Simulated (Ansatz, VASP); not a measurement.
# InSe: VASP beside Ansatz, part 2 of 2

Wanted: the spread between two codes on one cell, functional and k mesh. The cell is taken from a series of runs on this material, whose earlier steps may have relaxed, scaled, displaced or heated it; both programs get it as it stands.

VASP 6.6.1 and Ansatz 0.2.0.

So far: Set-up; Ansatz: single point, PBE0.

## 3. VASP: single point, PBE0

Level of this step: PBE0; plane waves and PAW (In_d, Se) (VASP).

The same cell, functional and mesh now go to VASP, with its own data sets.

Lines of VASP's logs that name or quote its potential files are left out, and so is its time.

The run reads the wave functions of an earlier VASP run, which isn't shown here.

INCAR reads:

```
SYSTEM = InSe
PREC = Accurate
ENCUT = 400
EDIFF = 1E-06
NELM = 100
ISMEAR = 0
SIGMA = 0.01
LREAL = .FALSE.
ALGO = Normal
LHFCALC = .TRUE.
AEXX = 0.25
GGA = PE
LASPH = .TRUE.
NBANDS = 47
PRECFOCK = Fast
LORBIT = 11
LWAVE = .FALSE.
LCHARG = .FALSE.
KPAR = 8
NCORE = 2
ISIF = 2
```

POSCAR reads:

```
InSe
1.0
    4.0500000000      0.0000000000      0.0000000000
   -2.0250000000      3.5074028853      0.0000000000
    0.0000000000      0.0000000000     16.9300000000
In Se
4 4
Direct
    0.3333333333      0.6666666667      0.1672954020
    0.6666666667      0.3333333333      0.6672954020
    0.3333333333      0.6666666667      0.3327045980
    0.6666666667      0.3333333333      0.8327045980
    0.3333333333      0.6666666667      0.5918148106
    0.6666666667      0.3333333333      0.0918148106
    0.3333333333      0.6666666667      0.9081851894
    0.6666666667      0.3333333333      0.4081851894
```

KPOINTS reads:

```
Automatic mesh
0
Gamma
6 6 2
0 0 0
```

PAW data sets: In_d and Se (PBE family, release 64).

Command:

```console
$ mpirun -np 16 vasp_std
```

Numbers of over 12 decimals in the logs are rounded to 6 here.

What it wrote:

```text
[banner, memory and clock lines left out]
running   16 mpi-ranks, on    1 nodes
 distrk:  each k-point on    2 cores,    8 groups
 distr:  one band on    2 cores,    1 groups

 POSCAR found type information on POSCAR InSe
 POSCAR found :  2 types and       8 ions
 LDA part: xc-table for (Slater+PW92), standard interpolation
 found WAVECAR, reading the header
 POSCAR, INCAR and KPOINTS ok, starting setup
 FFT: planning ... GRIDC
 FFT: planning ... GRID_SOFT
 FFT: planning ... GRID
 reading WAVECAR
 the WAVECAR file was read successfully
 initial charge from wavefunction
 entering main loop
       N       E                     dE             d eps       ncg     rms          rms(c)
DAV:   1    -0.376400163442E+02   -0.37640E+02   -0.19311E+00  1650   0.107E+01    0.686E+00
DAV:   2    -0.376898914477E+02   -0.49875E-01   -0.26060E-01  1501   0.213E+00    0.656E+00
DAV:   3    -0.376871214028E+02    0.27700E-02   -0.26327E-02  1876   0.903E-01    0.564E+00
DAV:   4    -0.376863211040E+02    0.80030E-03   -0.46905E-03  1742   0.359E-01    0.369E+00
DAV:   5    -0.376862561712E+02    0.64933E-04   -0.85957E-04  1637   0.175E-01    0.224E+00
DAV:   6    -0.376861210371E+02    0.13513E-03   -0.13355E-04  1923   0.943E-02    0.137E+00
DAV:   7    -0.376860802979E+02    0.40739E-04   -0.10795E-04  1791   0.476E-02    0.845E-01
DAV:   8    -0.376860770196E+02    0.32783E-05   -0.26455E-05  1429   0.187E-02    0.529E-01
DAV:   9    -0.376860764837E+02    0.53593E-06   -0.33845E-06  1300   0.108E-02
   1 F= -.37686076E+02 E0= -.37686076E+02  d E =-.519599E-48
```

From OUTCAR (step 3):

```text
ion  position               nearest neighbor table
   1  0.333  0.667  0.167-   6 2.66   6 2.66   6 2.66   3 2.80
   2  0.667  0.333  0.667-   5 2.66   5 2.66   5 2.66   4 2.80
   3  0.333  0.667  0.333-   8 2.66   8 2.66   8 2.66   1 2.80
   4  0.667  0.333  0.833-   7 2.66   7 2.66   7 2.66   2 2.80
   5  0.333  0.667  0.592-   2 2.66   2 2.66   2 2.66
   6  0.667  0.333  0.092-   1 2.66   1 2.66   1 2.66
   7  0.333  0.667  0.908-   4 2.66   4 2.66   4 2.66
   8  0.667  0.333  0.408-   3 2.66   3 2.66   3 2.66

  LATTYP: Found a hexagonal cell.
 ALAT       =     4.0500000000
 C/A-ratio  =     4.1802469136

 Subroutine GETGRP returns: Found 24 space group operations
 (whereof 12 operations were pure point group operations)

The static configuration has the point symmetry D_3d.
 The point group associated with its full space group is D_6h.

 Found     14 irreducible k-points:

   k-points           NKPTS =     14   k-points in BZ     NKDIM =     72   number of bands    NBANDS=     47

   dimension x,y,z NGX =    28 NGY =   28 NGZ =  112
   dimension x,y,z NGXF=    56 NGYF=   56 NGZF=  224

   ENCUT  =  400.0 eV  29.40 Ry    5.42 a.u.   6.60  6.60 27.61*2*pi/ulx,y,z

   NELECT =      76.0000    total number of electrons

 k-points in reciprocal lattice and weights: Automatic mesh
   0.00000000  0.00000000  0.00000000       0.014
   0.16666667  0.00000000  0.00000000       0.083
   0.33333333 -0.00000000  0.00000000       0.083
   0.50000000 -0.00000000  0.00000000       0.042
   0.16666667  0.16666667  0.00000000       0.083
   0.33333333  0.16666667  0.00000000       0.167
   0.33333333  0.33333333  0.00000000       0.028
   0.00000000  0.00000000  0.50000000       0.014
   0.16666667  0.00000000  0.50000000       0.083
[...]
0.33333333  0.16666667  0.50000000       0.167
   0.33333333  0.33333333  0.50000000       0.028

  exchange ACFDT corr.  =         0.00000000  see jH, gK, PRB 81, 115126

 average (electrostatic) potential at core
       1 -90.9031       2 -90.9031       3 -90.9031       4 -90.9031       5 -50.1950
       6 -50.1950       7 -50.1950       8 -50.1950

 E-fermi :   3.1660

 k-point     1 :       0.0000    0.0000    0.0000
  band No.  band energies     occupation
    ...
     34       1.7144      2.00000
     35       1.7144      2.00000
     36       1.8008      2.00000
     37       1.8008      2.00000
     38       3.0651      2.00000
     39       4.7300      0.00000
     40       6.0682      0.00000
     41       6.5439      0.00000
     42       6.5657      0.00000
     43       8.7700      0.00000
    ...

 k-point     2 :       0.1667    0.0000    0.0000
  band No.  band energies     occupation
    ...
     34       1.2798      2.00000
     35       1.4065      2.00000
     36       1.5301      2.00000
     37       1.9496      2.00000
     38       2.7998      2.00000
     39       6.0098      0.00000
     40       6.5788      0.00000
     41       7.0618      0.00000
     42       7.3856      0.00000
     43       8.0564      0.00000
    ...

 k-point     3 :       0.3333   -0.0000    0.0000
  band No.  band energies     occupation
    ...
     34       0.8657      2.00000
     35       0.9228      2.00000
     36       1.0453      2.00000
     37       1.7919      2.00000
     38       1.9784      2.00000
     39       5.8084      0.00000
     40       6.1032      0.00000
     41       6.5072      0.00000
     42       6.5540      0.00000
     43       8.0314      0.00000
    ...

  Total       -1.2958179     -1.2958179     -0.6871246     -0.0000000      0.0000000     -0.0000000
  in kB       -8.6329042     -8.6329042     -4.5777120     -0.0000000      0.0000000     -0.0000000
  external PRESSURE =      -7.2811735 kB  Pullay stress =       0.0000000 kB

  energy-cutoff  :      400.00
  volume of cell :      240.49
      direct lattice vectors                 reciprocal lattice vectors
     4.050000000  0.000000000  0.000000000     0.246913580  0.142555622  0.000000000
    -2.025000000  3.507402885  0.000000000     0.000000000  0.285111244  0.000000000
     0.000000000  0.000000000 16.930000000     0.000000000  0.000000000  0.059066745

 POSITION                                       TOTAL-FORCE (eV/Angst)
 -----------------------------------------------------------------------------------
     -0.00000      2.33827      2.83231        -0.000000     -0.000000     -0.191782
      2.02500      1.16913     11.29731         0.000000     -0.000000     -0.191782
     -0.00000      2.33827      5.63269        -0.000000      0.000000      0.191782
      2.02500      1.16913     14.09769         0.000000      0.000000      0.191782
     -0.00000      2.33827     10.01942         0.000000     -0.000000      0.323405
      2.02500      1.16913      1.55442        -0.000000     -0.000000      0.323405
     -0.00000      2.33827     15.37558         0.000000      0.000000     -0.323405
      2.02500      1.16913      6.91058        -0.000000     -0.000000     -0.323405
 -----------------------------------------------------------------------------------
    total drift:                                0.000003     -0.000015      0.000001

  FREE ENERGIE OF THE ION-ELECTRON SYSTEM (eV)
  ---------------------------------------------------
  free  energy   TOTEN  =       -37.6860764837 eV

  energy  without entropy=      -37.6860764837  energy(sigma->0) =      -37.68607648

 total charge
# of ion       s       p       d       tot
------------------------------------------
    1        0.875   0.667   9.895  11.437
    2        0.875   0.667   9.895  11.437
    3        0.875   0.667   9.895  11.437
    4        0.875   0.667   9.895  11.437
    5        1.480   2.377   0.022   3.879
    6        1.480   2.377   0.022   3.879
    7        1.480   2.377   0.022   3.879
    8        1.480   2.377   0.022   3.879
--------------------------------------------------
tot          9.418  12.177  39.668  61.263

[... 3 further parts left out ...]
```

The run ends at a pressure of -0.73 GPa, with forces up to 0.32 eV/Å.

## 4. Comparison

Known differences besides the potentials themselves: exact exchange at q = 0 is treated differently, which shows on coarse meshes; VASP keeps PBE cores, Ansatz makes them for the functional; fixed occupations in Ansatz, narrow Gaussian smearing in VASP; the data sets hold 116 valence electrons in Ansatz (on its default PAW (the set named soft_2) files) and 76 in VASP; the cutoff is 420 eV in Ansatz and 400 eV in VASP; VASP takes a coarser grid for exact exchange (PRECFOCK = Fast). Total energies have different zeros and are not compared.

The two programs side by side:

| quantity | Ansatz | VASP | difference |
| --- | --- | --- | --- |
| gap on the k mesh (eV) | 1.663 | 1.665 | -0.002 |

A gap on the mesh is an upper bound, since the band edges may lie between its points.

## 5. Summary of results

| Item | Value |
| --- | --- |
| difference in gap on the k mesh (single point, PBE0) | -0.0023 eV |

The difference in gap on the k mesh is -0.0023 eV (single point, PBE0), within the 0.08 eV picked in this series as the mark of a large difference. The data sets hold unlike numbers of valence electrons (116 in Ansatz and 76 in VASP), so part of the differences comes from the potentials. How closely two codes agree says nothing of how well the functional describes the real material.

[Lines on the potential files, build, host, timing and source positions are cut from VASP's logs without a mark.]

[Logs are printed without paths, hosts, clocks, repeated set-up lines and the standing remarks that a program may print on its own settings, such as how far it seeks lower states.]

[Hosts, paths, dates, database ids (printed as entryN), source tags and the programs' standing remarks are cut or masked in the printed files.]
